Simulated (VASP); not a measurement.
# Li7Bi (Fm-3m) in VASP: band structure with PW91

Aim: the band structure of Li7Bi with PW91.

Everything below comes from runs of VASP 6.6.1. Logs are shortened: lines on timing, memory, paths and dates and some standing lists are left out, and cuts for length are marked.

## (1) Starting point

Symmetry: Fm-3m, No. 225, cubic system. The conventional cell has a = 8.605 Å, b = 8.605 Å, c = 8.605 Å, α = 90.00°, β = 90.00°, γ = 90.00°. Li (site symmetry mmm) is surrounded by 10 Li at 3.04 Å and 2 Bi at 3.04 Å. Around Li (site symmetry m-3m) lie 12 Li at 3.04 Å. Bi (site symmetry m-3m) has 12 Li at 3.04 Å as nearest neighbours.

The cell was built by a generator and needn't be a form met in nature.

## (2) Band structure, PW91

File run.py:

```python
from ase import Atoms
from ase.calculators.vasp import Vasp
from ase.dft.bandgap import bandgap

atoms = Atoms(
    ['Li', 'Li', 'Li', 'Li', 'Li', 'Li', 'Li', 'Bi'],
    cell=[[0.0, 4.30275, 4.30275], [4.30275, 0.0, 4.30275], [4.30275, 4.30275, 0.0]],
    scaled_positions=[[0.5, 0.0, 0.0], [0.0, 0.5, 0.5], [0.0, 0.5, 0.0], [0.5, 0.0, 0.5], [0.0, 0.0, 0.5], [0.5, 0.5, 0.0], [0.5, 0.5, 0.5], [0.0, 0.0, 0.0]],
    pbc=True,
)
calc = Vasp(
    directory='calc',
    pp='PBE',
    setups='recommended',
    prec='Accurate',
    encut=520,
    ediff=1e-06,
    ismear=1,
    sigma=0.2,
    lreal=False,
    lasph=True,
    nelm=100,
    algo='Normal',
    isif=2,
    lwave=False,
    lcharg=True,
    gga='91',
    kpts=[6, 6, 6],
    gamma=True,
    nbands=28,
)
atoms.calc = calc

print('energy (eV):', atoms.get_potential_energy())
print('free energy (eV):', atoms.get_potential_energy(force_consistent=True))
efermi = calc.get_fermi_level()
print('Fermi level (eV):', efermi)
path = atoms.cell.bandpath(npoints=40, eps=1e-4)
print('path:', path.path)
calc.set(kpts=path.kpts, reciprocal=True, icharg=11, isym=0, lcharg=False)
calc.calculate(atoms)
print('gap on the path (eV):', bandgap(calc, efermi=efermi)[0])
print('direct gap on the path (eV):', bandgap(calc, efermi=efermi, direct=True)[0])
```

Potentials or basis: VASP PAW PBE potentials, release 64 (Li_sv, Bi_d).

The run is started by

```console
> python run.py
```

Standard output:

```text
energy (eV): -18.71632702
free energy (eV): -18.71745026
Fermi level (eV): 2.31378579
path: GXWKGLUWLK,UX
gap on the path (eV): 0.0
direct gap on the path (eV): 0.0
```

OUTCAR:

```text
ENCUT = 520.000000
   EDIFF = 1.00e-06
   GGA = 91
   PREC = Accurate
   ICHARG = 11
   ISIF = 2
   ISMEAR = 1
   ISYM = 0
   NELM = 100
   LASPH = .TRUE.
   LREAL = .FALSE.

 ion  position               nearest neighbor table
   1  0.500  0.000  0.000-   8 3.04   8 3.04
   2  0.000  0.500  0.500-   8 3.04   8 3.04
   3  0.000  0.500  0.000-   8 3.04   8 3.04
   4  0.500  0.000  0.500-   8 3.04   8 3.04
   5  0.000  0.000  0.500-   8 3.04   8 3.04
   6  0.500  0.500  0.000-   8 3.04   8 3.04
   7  0.500  0.500  0.500-
   8  0.000  0.000  0.000-   1 3.04   3 3.04   5 3.04   2 3.04   4 3.04   5 3.04   2 3.04   3 3.04
                             6 3.04   1 3.04   4 3.04   6 3.04

IMPORTANT INFORMATION: All symmetrisations will be switched off!
NOSYMM: (Re-)initialisation of all symmetry stuff for point group C_1.

----------------------------------------------------------------------------------------

                                     Primitive cell

  volume of cell :     159.3193

  direct lattice vectors                    reciprocal lattice vectors
     0.000000000  4.302750000  4.302750000    -0.116204753  0.116204753  0.116204753
     4.302750000  0.000000000  4.302750000     0.116204753 -0.116204753  0.116204753
     4.302750000  4.302750000  0.000000000     0.116204753  0.116204753 -0.116204753

  length of vectors
     6.085007406  6.085007406  6.085007406     0.201272536  0.201272536  0.201272536

  position of ions in fractional coordinates (direct lattice)
     0.500000000  0.000000000  0.000000000
     0.000000000  0.500000000  0.500000000
     0.000000000  0.500000000  0.000000000
     0.500000000  0.000000000  0.500000000
     0.000000000  0.000000000  0.500000000
     0.500000000  0.500000000  0.000000000
     0.500000000  0.500000000  0.500000000
     0.000000000  0.000000000  0.000000000

  ion indices of the primitive-cell ions
   primitive index   ion index
                 1           1
                 2           2
                 3           3
                 4           4
                 5           5
                 6           6
                 7           7
                 8           8

----------------------------------------------------------------------------------------

 KPOINTS: KPOINTS created by Atomic Simulation Env

Read explicit list of k-points.

 Found     40 k-points:

 Following reciprocal coordinates:
            Coordinates               Weight
  0.000000  0.000000  0.000000      0.025000
  0.100000  0.000000  0.100000      0.025000
  0.200000  0.000000  0.200000      0.025000
  0.300000  0.000000  0.300000      0.025000
  0.400000  0.000000  0.400000      0.025000
  0.500000  0.000000  0.500000      0.025000
[... 16 lines left out ...]
  0.593750  0.312500  0.593750      0.025000
  0.625000  0.250000  0.625000      0.025000
 [... further k-points ...]
   k-points           NKPTS =     40   k-points in BZ     NKDIM =     40   number of bands    NBANDS=     28
   number of dos      NEDOS =    301   number of ions     NIONS =      8
   total plane-waves  NPLWV = 110592
   dimension x,y,z NGX =    48 NGY =   48 NGZ =   48
   dimension x,y,z NGXF=    96 NGYF=   96 NGZF=   96
   ions per type =               7   1
   NGX,Y,Z   is equivalent  to a cutoff of  13.11, 13.11, 13.11 a.u.
   NGXF,Y,Z  is equivalent  to a cutoff of  26.23, 26.23, 26.23 a.u.
 SYSTEM =  unknown system
   PREC   = accura    normal or accurate (medium, high low for compatibility)
   ISTART =      0    job   : 0-new  1-cont  2-samecut
   ICHARG =     11    charge: 1-file 2-atom 10-const
   ISPIN  =      1    spin polarized calculation?
   LNONCOLLINEAR =      F non collinear calculations
   LSORBIT =      F    spin-orbit coupling
   LASPH  =      T    aspherical Exc in radial PAW
   ENCUT  =  520.0 eV  38.22 Ry    6.18 a.u.  11.31 11.31 11.31*2*pi/ulx,y,z
   NELM   =    100;   NELMIN=  2; NELMDL=  0     # of ELM steps
   EDIFF  = 0.1E-05   stopping-criterion for ELM
   LREAL  =      F    real-space projection
   EDIFFG = 0.1E-04   stopping-criterion for IOM
   NSW    =      0    number of steps for IOM
   IBRION =     -1    ionic relax: 0-MD 1-quasi-New 2-CG
   NFREE  =      0    steps in history (QN), initial steepest desc. (CG)
   ISIF   =      2    stress and relaxation
   ISYM   =      0    0-nonsym 1-usesym 2-fastsym
   POTIM  = 0.5000    time-step for ionic-motion
   TEBEG  =    0.0;   TEEND  =   0.0 temperature during run
   PSTRESS=    0.0 pullay stress
   NELECT =      36.0000    total number of electrons
   NUPDOWN=      -1.0000    fix difference up-down
   EMIN   =  10.00;   EMAX   =-10.00  energy-range for DOS
   EFERMI =   0.00;   METHOD = LEGACY
   ISMEAR =     1;   SIGMA  =   0.20  broadening in eV -4-tet -1-fermi 0-gaus
   EFERMI_NEDOS =   21; number of points for ismear=-14 and -15
   IALGO  =     38    algorithm
   IMIX   =      4    mixing-type and parameters
     AMIX     =   0.40;   BMIX     =  1.00
     AMIX_MAG =   1.60;   BMIX_MAG =  1.00
  volume/ion in A,a.u.               =      19.91       134.39
  Fermi-wavevector in a.u.,A,eV,Ry     =   0.997133  1.884307 13.527909  0.994273
  Thomas-Fermi vector in A             =   2.129268
   LORBIT       =      0    0 simple, 1 ext, 2 COOP (PROOUT), +10 PAW based schemes
   GGA     = 91    functional components
   LHFCALC =     F    Hartree Fock is set to
   AEXX    =    0.0000 exact exchange contribution
   IVDW    =     0    specifies the selected vdW correction
   LEPSILON=     F    determine dielectric tensor
   LRPA    =     F    only Hartree local field effects (RPA)
 non-spin polarized calculation
 Methfessel and Paxton  Order N= 1 SIGMA  =   0.20
  energy-cutoff  :      520.00
  volume of cell :      159.32
 maximum number of plane-waves:      4314
 NGX is ok and might be reduce to    48

 number of electron      35.9999959 magnetization

 Free energy of the ion-electron system (eV)
  ---------------------------------------------------
  ext. energy  EPLUGINS =         0.00000000
  ---------------------------------------------------
  free energy    TOTEN  =       -18.82562181 eV

  energy without entropy =      -18.81977635  energy(sigma->0) =      -18.82367333

 E-fermi :   2.5483     XC(G=0):  -7.8508

 val. band max:        2.5417764352   @ k =   0.3000   0.3000   0.3000
 cond. band min:       2.5712137737   @ k =   0.5000   0.5000   0.5000
 fundamental gap:      0.0294373385
 Fermi energy:         2.5482857305

 k-point     1 :       0.0000    0.0000    0.0000
  band No.  band energies     occupation
      1     -44.6967      2.00000
      2     -44.3514      2.00000
      3     -44.3388      2.00000
      4     -44.3388      2.00000
      5     -44.3388      2.00000
      6     -44.3325      2.00000
[... 20 lines left out ...]
     27       6.5305     -0.00000
     28       9.4955      0.00000

 k-point     2 :       0.1000    0.0000    0.1000
  band No.  band energies     occupation
      1     -44.6967      2.00000
      2     -44.3510      2.00000
      3     -44.3388      2.00000
      4     -44.3388      2.00000
      5     -44.3388      2.00000
      6     -44.3330      2.00000
[... 20 lines left out ...]
     27       7.0524      0.00000
     28       9.0497      0.00000

 k-point     3 :       0.2000    0.0000    0.2000
  band No.  band energies     occupation
      1     -44.6967      2.00000
      2     -44.3499      2.00000
      3     -44.3388      2.00000
      4     -44.3388      2.00000
      5     -44.3388      2.00000
      6     -44.3341      2.00000
[... 616 lines left out ...]
      3     -44.3437      2.00000
      4     -44.3384      2.00000
      5     -44.3374      2.00000
      6     -44.3353      2.00000
[... 20 lines left out ...]
     27       8.2199      0.00000
     28       8.5310      0.00000

 k-point    24 :       0.6250    0.2500    0.6250
  band No.  band energies     occupation
      1     -44.6966      2.00000
      2     -44.3443      2.00000
      3     -44.3428      2.00000
      4     -44.3388      2.00000
      5     -44.3379      2.00000
      6     -44.3358      2.00000
[... 20 lines left out ...]
     27       7.6544      0.00000
     28       8.1643      0.00000

 [... further k-points ...]

------------------------ aborting loop because EDIFF is reached ----------------------------------------

  FORCE on cell =-STRESS in cart. coord.  units (eV):
  Direction    XX          YY          ZZ          XY          YZ          ZX
  --------------------------------------------------------------------------------------
  -------------------------------------------------------------------------------------
  Total        0.7791839     -0.1708404     -0.6556526      0.0296973      0.0481838      0.1841169
  in kB        7.8357800     -1.7180381     -6.5935004      0.2986477      0.4845557      1.8515521
  external PRESSURE =      -0.1585862 kB  Pullay stress =       0.0000000 kB

 VOLUME and BASIS-vectors are now :
 -----------------------------------------------------------------------------
  energy-cutoff  :      520.00
  volume of cell :      159.32
      direct lattice vectors                 reciprocal lattice vectors
     0.000000000  4.302750000  4.302750000    -0.116204753  0.116204753  0.116204753
     4.302750000  0.000000000  4.302750000     0.116204753 -0.116204753  0.116204753
     4.302750000  4.302750000  0.000000000     0.116204753  0.116204753 -0.116204753

 POSITION                                       TOTAL-FORCE (eV/Angst)
 -----------------------------------------------------------------------------------
      0.00000      2.15137      2.15137         0.000002      0.000002     -0.000002
      4.30275      2.15137      2.15137        -0.000003     -0.000000     -0.000006
      2.15137      0.00000      2.15137        -0.000003      0.000005      0.000008
      2.15137      4.30275      2.15137        -0.000001     -0.000005     -0.000002
      2.15137      2.15137      0.00000        -0.000001     -0.000001     -0.000002
      2.15137      2.15137      4.30275         0.000006      0.000004      0.000003
      4.30275      4.30275      4.30275         0.000004     -0.000003     -0.000004
      0.00000      0.00000      0.00000        -0.000004     -0.000002      0.000004
 -----------------------------------------------------------------------------------
    total drift:                               -0.000005     -0.000001      0.000007

  FREE ENERGIE OF THE ION-ELECTRON SYSTEM (eV)
  ---------------------------------------------------
  free  energy   TOTEN  =       -18.8256218109 eV

  energy  without entropy=      -18.8197763533  energy(sigma->0) =      -18.82367333
```

INCAR:

```text
ENCUT = 520.000000
SIGMA = 0.200000
EDIFF = 1.00e-06
ALGO = Normal
GGA = 91
PREC = Accurate
ICHARG = 11
ISIF = 2
ISMEAR = 1
ISYM = 0
NBANDS = 28
NELM = 100
LASPH = .TRUE.
LCHARG = .FALSE.
LWAVE = .FALSE.
LREAL = .FALSE.
```

Run time: 1.7 min. Hardware: 1 thread of Intel Xeon 6975P-C (Granite Rapids), shared host; peak memory 0.38 GiB.

Results:

* Band gap along the path: none (metal or under the smearing width)

Levels at the corners of the path, in eV from the Fermi level:
```
point  band 14  band 15  band 16  band 17  band 18  band 19  band 20  band 21  band 22  band 23
    Γ    -2.28    -2.28    -2.28    -2.13    -0.09     0.84     0.84     0.84     2.66     2.66
    X    -3.26    -2.47    -2.47    -1.63    -0.68     2.02     2.02     2.07     3.01     3.25
    W    -2.96    -2.96    -2.74    -0.64     0.33     0.48     0.48     2.53     2.53     3.21
    K    -3.11    -2.99    -2.35    -1.16     0.06     1.11     1.12     1.42     2.81     3.14
    Γ    -2.28    -2.28    -2.28    -2.13    -0.09     0.84     0.84     0.84     2.66     2.66
    L    -3.52    -2.15    -2.15    -1.17     0.26     0.26     0.26     1.68     2.21     3.90
    U    -3.11    -2.99    -2.35    -1.16     0.06     1.11     1.12     1.42     2.81     3.14
    W    -2.96    -2.96    -2.74    -0.64     0.33     0.48     0.48     2.53     2.53     3.21
    L    -3.52    -2.15    -2.15    -1.17     0.26     0.26     0.26     1.68     2.21     3.90
    K    -3.11    -2.99    -2.35    -1.16     0.06     1.11     1.12     1.42     2.81     3.14
    U    -3.11    -2.99    -2.35    -1.16     0.06     1.11     1.12     1.42     2.81     3.14
    X    -3.26    -2.47    -2.47    -1.63    -0.68     2.02     2.02     2.07     3.01     3.25
```

Caveat: the cutoff is under 1.25 times the usual one of these potentials, so pressure, stress and relaxed cells hold a basis-set (Pulay) error; the log is that of the step along the path at fixed density, whose energy, stress, charges and moments have no meaning; the PAW data sets were made with another functional, which shifts forces and pressure a little; spin-orbit coupling is left out, which moves the levels of the heavy elements.
